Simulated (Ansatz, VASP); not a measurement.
# Ga2O3: VASP beside Ansatz, part 2 of 2

One calculation is typed for both programs; each brings its own data sets. How far apart do they land? The two relaxations start from unlike cells of this crystal (the structure described is Ansatz's start), so only their ends are compared.

VASP 6.6.1 and Ansatz 0.2.0.

So far: The structure; VASP: relaxation of cell and atoms, BLYP.

### Step 3. Ansatz: relaxation of cell and atoms, BLYP

Level of this step: Ansatz beside VASP: Kohn-Sham DFT, plane waves, BLYP (Ansatz).

Ansatz runs on its default PAW (the set named soft_2) files.

Its own start cell and the same functional (in two slightly different forms), mesh and smearing now go to Ansatz, which takes its cutoff from its data sets.

Input file input.yaml:

```yaml
crystal:
  lattice:
    - [6.107, -1.51855, 0.0]
    - [6.107, 1.51855, 0.0]
    - [-1.3859888959, 0.0, 5.630008738]
  atoms:
    - { symbol: Ga, position: [0.0905, 0.0905, 0.7946] }
    - { symbol: Ga, position: [0.9095, 0.9095, 0.2054] }
    - { symbol: Ga, position: [0.65866, 0.65866, 0.31402] }
    - { symbol: Ga, position: [0.34134, 0.34134, 0.68598] }
    - { symbol: O, position: [0.1645, 0.1645, 0.1098] }
    - { symbol: O, position: [0.8355, 0.8355, 0.8902] }
    - { symbol: O, position: [0.1733, 0.1733, 0.5632] }
    - { symbol: O, position: [0.8267, 0.8267, 0.4368] }
    - { symbol: O, position: [0.4959, 0.4959, 0.2566] }
    - { symbol: O, position: [0.5041, 0.5041, 0.7434] }
kpoints:
  mp_grid: { grid: [8, 8, 4] }
hamiltonian:
  xc: blyp
scf:
  occupations: { method: gaussian, width: 0.02 }
output:
  forces: true
  stress: true
  eigenvalues: true
relax:
  adjacent_minimum: "off"
  f_tol: 0.005
  max_steps: 60
  cell: { stress_tol: 0.03 }
```

On the command line:

```sh
$ ansatz run input.yaml --threads 4 --pin off --max-ram 16384MiB --backend cpu --events-out ev --progress --plain --runs-dir out
```

Numbers of over 12 decimals in the logs are rounded to 6 here.

The log of the run:

```text
basis.fft_grid_basis auto: the FFT boxes are laid along the combinations [[1, -1, 0], [0, 1, 0], [0, 0, 1]] of the cell's own vectors, 3.037, 6.293 and 5.798 Å long. The dense box has 24×45×40 points. Along the cell's own vectors, as sized, it would have 45×45×40, 1.88 times as many. Of the 4 symmetry operations that the crystal satisfies within crystal.symmetry.tolerance (time reversal apart; of a slab, those that k [...]
Engine: ansatz 0.2.0, aarch64-unknown-linux-gnu
Pseudopotentials: kind: paw
Pseudopotential: Ga, paw, valence charge 13, recommended cutoff 420 eV (normal), Ga.paw.azcp
Pseudopotential: O, paw, valence charge 6, recommended cutoff 420 eV (normal), O.paw.azcp
Functional definition: BLYP
  parameter beta = 0.0042
  parameter a = 0.04918
  parameter b = 0.132
  parameter c = 0.2533
  parameter d = 0.349
  exchange = b88_x(beta = beta)
  correlation = lyp_c(a = a, b = b, c = c, d = d)
Crystal: 10 atoms, lattice volume = 104.423 Å³
Basis set: ecut = 420 eV, 2037 PW (Γ), FFT grids on a1−a2, a2, a3, exchange–correlation on 48×90×80 points (8 copies of the dense FFT grid, shifted against one another)
Bands: 54, of which v1, the nominal top of the filled ones, is band 44 counted from 1 (43 counted from 0)
Symmetry: 4 space group operations
Space group: C2/m (ITA 12), of the structure as read, at distance tolerance 4.7e-5 Å
k-points: 78 of 256
Non-local potential: Ga, projectors of the file, l = 0: 2, l = 1: 2, l = 2: 3, l = 3: 1
Non-local potential: O, projectors of the file, l = 0: 2, l = 1: 2, l = 2: 1
PAW form: soft (Blöchl's): semilocal exchange-correlation on the pseudo side does not see the compensation charge
PAW frozen core: Ga, regenerated for the run's functional, and the local potential with it (the file was generated under x = pbe(κ = 0.804, μ = 0.219515), c = pbe(β = 0.066725))
PAW frozen core: O, regenerated for the run's functional, and the local potential with it (the file was generated under x = pbe(κ = 0.804, μ = 0.219515), c = pbe(β = 0.066725))
PAW one-centre angular grid: Ga, 590 points (default); XC on 64 Gauss nodes
PAW one-centre angular grid: O, 110 points (default); XC on 64 Gauss nodes
Initial density: superposition of atomic densities (neutral atoms: chi_scale 0, normalization atom), corrected by the library's trained network
Initial wavefunctions: pseudopotential atomic-orbital guess
Functional: x = b88, c = lyp
SCF iter   1: F=—  HF=-18590.760391 eV  |F-HF|=—  |Δ(HF+E_count)|=         —  Δρ=1.89e-2  dr2=2.44e-1  ethr=1.77e-3  ⟨swp⟩=6.2  Hψ=15443  notcnv=0  defer=8
preconditioner: auto → Resta (q_TF=auto, 2.652 Å⁻¹)  ε∞=4.6  [insulator: Δε(μ)=2.674 eV  Ē_g=17.939 eV  σ=0.020 eV  W_gap=1.00  n_scr=34 (ndim 8)  ℏωp=34.1 eV  f_vac=0.014  D(μ)=0.00/eV (n_scr^D=0)  ε∞_Penn≈4.6]
SCF iter   2: F=—  HF=-18590.687402 eV  |F-HF|=—  |Δ(HF+E_count)|=   7.30e-2  Δρ=1.99e-3  dr2=3.66e-3  ethr=2.77e-4  ⟨swp⟩=2.0  Hψ=8020  notcnv=0  defer=314
SCF iter   3: F=—  HF=-18590.687288 eV  |F-HF|=—  |Δ(HF+E_count)|=   1.14e-4  Δρ=1.16e-3  dr2=1.09e-3  ethr=4.16e-6  ⟨swp⟩=2.0  Hψ=7330  notcnv=0  defer=314
SCF iter   4: F=—  HF=-18590.687525 eV  |F-HF|=—  |Δ(HF+E_count)|=   2.36e-4  Δρ=5.14e-4  dr2=2.94e-4  ethr=1.23e-6  ⟨swp⟩=2.0  Hψ=5527  notcnv=0  defer=314
SCF iter   5: F=—  HF=-18590.687488 eV  |F-HF|=—  |Δ(HF+E_count)|=   3.71e-5  Δρ=9.86e-5  dr2=7.37e-6  ethr=3.35e-7  ⟨swp⟩=2.0  Hψ=6688  notcnv=0  defer=314
SCF iter   6: F=—  HF=-18590.687480 eV  |F-HF|=—  |Δ(HF+E_count)|=   7.59e-6  Δρ=2.95e-5  dr2=5.25e-7  ethr=8.37e-9  ⟨swp⟩=2.0  Hψ=7330  notcnv=0  defer=314
SCF iter   7: F=—  HF=-18590.687480 eV  |F-HF|=—  |Δ(HF+E_count)|=   1.64e-7  Δρ=1.97e-5  dr2=2.75e-7  ethr=1.14e-10  ⟨swp⟩=10.6  Hψ=21427  notcnv=0
SCF iter   8: F=-18590.687480 eV  HF=-18590.687480 eV  |F-HF|=4.37e-9  |Δ(HF+E_count)|=   1.58e-7  Δρ=2.60e-6  dr2=4.52e-9  ethr=1.14e-10  ⟨swp⟩=3.0  Hψ=16591  notcnv=0
SCF 1 converged in 8 iterations: F = -18590.687480 eV  dr2 = 4.52e-9
  greatest PAW one-centre occupation: 0.998 electrons in one spin orbital (limit 2), on the Ga atom at site 3 (counted from 0), in its partial waves of l = 2
relax step   1: F+E_penalty+E_count = -18590.68747996 eV  Δ(F+E_penalty+E_count) = +0.000e0 eV  max|allowed force component| = 2.280e-1 eV/Å  Δτ_max = 0.0000 Å  P = +14.550 GPa  Ω = 104.423 Å³  (8 SCF iters, dr2 threshold 1.00e-7 eV, accepted)
[...]
relax step  11: F+E_penalty+E_count = -18591.03362331 eV  Δ(F+E_penalty+E_count) = +9.569e-5 eV  max|allowed force component| = 6.261e-4 eV/Å  Δτ_max = 0.0003 Å  P = +0.000 GPa  Ω = 112.850 Å³  energy of the carried Pulay correction = -9.872e-5 eV  (5 SCF iters, dr2 threshold 3.50e-9 eV, accepted)
[...]
relax step  12: F+E_penalty+E_count = -18591.03374129 eV  Δ(F+E_penalty+E_count) = -1.180e-4 eV  max|allowed force component| = 6.347e-4 eV/Å  Δτ_max = 0.0000 Å  P = +0.001 GPa  Ω = 112.850 Å³  stress off target by 3.43e-3 GPa  SCF on the basis re-selected at this cell (its energy is not comparable with the rows above)  (5 SCF iters)
basis re-selected at this cell: Δ(F+E_penalty+E_count) = -1.180e-4 eV, ΔP = +0.000 GPa vs the last step (what re-selecting the basis moved, of the pressure what is left beyond the Pulay correction that the steps carried, after the strain that the cell walked since its last selection, with what the two solves' SCF thresholds leave and, on support functions, any second-order correction that the steps lacked; it is no m [...]
SCF converged after 5 iterations
Free energy (F): -18591.033741 eV
Harris-Foulkes:  -18591.033741 eV  (|F-HF|=8.37e-11)
Internal energy: -18591.033741 eV  (E = F + TS)
E sigma→0 (E₀):  -18591.033741 eV
Fermi energy:    8.384260 eV
--- Per-component energies (eV) ---
  E_band       = -156.140359
  E_kinetic    = 1513.200201
  E_local      = -9386.693176  (includes V_loc(G=0)·N_el)
  E_nonlocal   = 2007.734466
  E_hartree    = 4204.652095
  E_xc         = -701.130561
  E_vxc        = -772.991926  (∫ρ·V_xc dr)
  E_paw        = -9004.750638  (= ΣΔE_a)
  E_vpaw       = -1926.708816  (= ΣTr[D̂ρ^β])
  E_aug_tail   = 0.014669  (compensation charges beyond the density's cutoff)
  E_ewald      = -7224.141869
  E_core_change = 0.081072  (= ΣΔE_core)
  E_smearing   = -0.000000  (= −TS)
  E_closure    = -0.000000  (closes the sum)
  Σ components = -18591.033741   (vs F -18591.033741, Δ=0.00e0)
--- Forces (eV/Å), atoms counted from 1 ---
  atom   1  Ga    -0.00033315     0.00000000    -0.00063465
  atom   2  Ga     0.00033315    -0.00000000     0.00063465
  atom   3  Ga    -0.00011232     0.00000000     0.00014370
  atom   4  Ga     0.00011232    -0.00000000    -0.00014370
  atom   5  O      0.00007918    -0.00000000     0.00004895
  atom   6  O     -0.00007918     0.00000000    -0.00004895
  atom   7  O     -0.00002793     0.00000000     0.00013871
  atom   8  O      0.00002793    -0.00000000    -0.00013871
  atom   9  O     -0.00024089     0.00000000    -0.00011233
  atom  10  O      0.00024089    -0.00000000     0.00011233
  max |Σ_I F_I| component: 1.36e-19 eV/Å
--- Stress (GPa, compression-positive) ---
        0.000562       0.000000       0.001193
        0.000000      -0.001034      -0.000000
        0.001193      -0.000000       0.002932
  P = ⅓ Tr σ = 0.0008 GPa (0.008 kbar)
--- Band table (eV; the first three rows and the last of 78) ---
  k-point 0: bands = [... 40 lower, 6.8407, 7.0177, 7.1818, 7.4385, 9.3195, 12.6657, 13.4428, 13.8284, ... 6 higher]
  k-point 1: bands = [... 40 lower, 6.8526, 6.8553, 7.0723, 7.1995, 10.2653, 12.8190, 13.1875, 13.9460, ... 6 higher]
  k-point 2: bands = [... 40 lower, 6.8639, 6.9090, 6.9319, 7.1683, 11.6168, 11.8455, 13.4729, 14.0391, ... 6 higher]
  k-point 77: bands = [... 40 lower, 6.8128, 6.8503, 6.8832, 7.4475, 11.9715, 12.3068, 13.0743, 13.2819, ... 6 higher]
--- Relaxed structure (9 steps of the walk, 9 accepted, 3 SCFs on fresh bases) ---
  F+E_penalty+E_count = -18591.03374129 eV   max|allowed force component| = 6.347e-4 eV/Å   (the final SCF, on the basis selected at the relaxed cell)
  cell:  # Å, volume = 112.8497 Å³
    - [6.295885, -1.555870, 0.012345]
    - [6.295885, 1.555870, 0.012345]
    - [-1.417475, -4.2448135481322916e-17, 5.757455]
  atoms:
    - { symbol: Ga, position: [0.089410, 0.089410, 0.793642] }
    - { symbol: Ga, position: [0.910590, 0.910590, 0.206358] }
    - { symbol: Ga, position: [0.658124, 0.658124, 0.313304] }
    - { symbol: Ga, position: [0.341876, 0.341876, 0.686696] }
    - { symbol: O, position: [0.161171, 0.161171, 0.108621] }
    - { symbol: O, position: [0.838829, 0.838829, 0.891379] }
    - { symbol: O, position: [0.174316, 0.174316, 0.566316] }
    - { symbol: O, position: [0.825684, 0.825684, 0.433684] }
    - { symbol: O, position: [0.495715, 0.495715, 0.257699] }
    - { symbol: O, position: [0.504285, 0.504285, 0.742301] }
```

### Step 4. Comparison

Known differences besides the potentials themselves: the cutoff is 420 eV in Ansatz and 600 eV in VASP; Ansatz makes its cores anew for this functional, VASP keeps those of its PBE data sets; VASP's log shows a relativistic correction to its local exchange, Ansatz's none; Ansatz adds a Pulay correction to the stress that steers its cell, VASP none. Total energies have different zeros and are not compared.

The two programs side by side:

```tsv
quantity	Ansatz	VASP	difference
volume (Å³)	112.85	113.84	-0.87 %
edge a after relaxation, in the typed setting (Å)	6.485	6.503	-0.26 %
edge c after relaxation, in the typed setting (Å)	5.929	5.947	-0.29 %
```

### Step 5. Results

| Quantity | Value |
| --- | --- |
| difference in volume (relaxation of cell and atoms, BLYP) | -0.87 % |

The difference in volume is -0.87 % (relaxation of cell and atoms, BLYP), within the 1.2 % picked in this series as the mark of a large difference, as far as the stopping tolerances let one tell. How closely two codes agree says nothing of how well the functional describes the real material.

[Lines on the potential files, build, host, timing and source positions are cut from VASP's logs without a mark.]

[Logs are printed without paths, hosts, clocks, repeated set-up lines and the standing remarks that a program may print on its own settings, such as how far it seeks lower states.]

[Hosts, paths, dates, database ids (printed as entryN), source tags and the programs' standing remarks are cut or masked in the printed files.]
